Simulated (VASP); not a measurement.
A convergence study with VASP on Sc (hcp): one setting is varied, all else stays as given below, so the limit is that of these other settings.

```
Sc
1.0
    1.65500    -2.86654     0.00000
    1.65500     2.86654     0.00000
    0.00000     0.00000     5.27000
Sc
2
Direct
  0.33333   0.66667   0.25000
  0.66667   0.33333   0.75000
```

Calculation: PBE GGA, VASP's PBE PAW potentials (set 64) (plane waves; VASP 6.6.1). The tightest run used: 550 eV cut-off, 18×18×10 Monkhorst-Pack mesh, first-order Methfessel-Paxton smearing of 0.10 eV, potentials Sc_sv.

Question: The settings run are 1×1×1 mesh; 2×2×1 mesh; 3×3×2 mesh; 4×4×2 mesh; 5×5×3 mesh; 6×6×3 mesh; 7×7×4 mesh; 8×8×5 mesh; 9×9×5 mesh; 10×10×6 mesh; 11×11×6 mesh; 12×12×7 mesh; 13×13×7 mesh; 14×14×8 mesh; 15×15×9 mesh; 16×16×9 mesh; 17×17×10 mesh; 18×18×10 mesh. From which on does the stress (every component) stay within 0.2 GPa of the tightest run?

Answer: From 10×10×6 mesh on: it is off by 0.04 there and by no more than 0.2 in any finer run, while 9×9×5 mesh is off by 0.30.
```tsv
setting	E (eV/atom)	pressure (GPa)	irreducible k-points	difference judged (GPa)
1×1×1 mesh	-8.0299	8.57	1	57.54
2×2×1 mesh	-6.1480	-1.74	2	11.87
3×3×2 mesh	-6.2156	-1.19	3	0.49
4×4×2 mesh	-6.2385	-0.83	6	0.15
5×5×3 mesh	-6.2218	-0.20	10	0.89
6×6×3 mesh	-6.2312	-0.53	24	0.58
7×7×4 mesh	-6.2415	-0.68	16	0.31
8×8×5 mesh	-6.2445	-0.68	60	0.05
9×9×5 mesh	-6.2456	-0.67	36	0.30
10×10×6 mesh	-6.2459	-0.70	90	0.04
11×11×6 mesh	-6.2451	-0.68	48	0.06
12×12×7 mesh	-6.2456	-0.70	168	0.03
13×13×7 mesh	-6.2456	-0.71	84	0.02
14×14×8 mesh	-6.2459	-0.72	224	0.04
15×15×9 mesh	-6.2459	-0.72	135	0.03
16×16×9 mesh	-6.2461	-0.72	360	0.01
17×17×10 mesh	-6.2462	-0.73	165	0.03
18×18×10 mesh	-6.2461	-0.73	450	0.00
```

Left out are rungs that failed or repeat a setting and relaxations that didn't move; long series are thinned to 24 rows.

The compound is Sc in the hcp structure. The cell was not relaxed at this level.
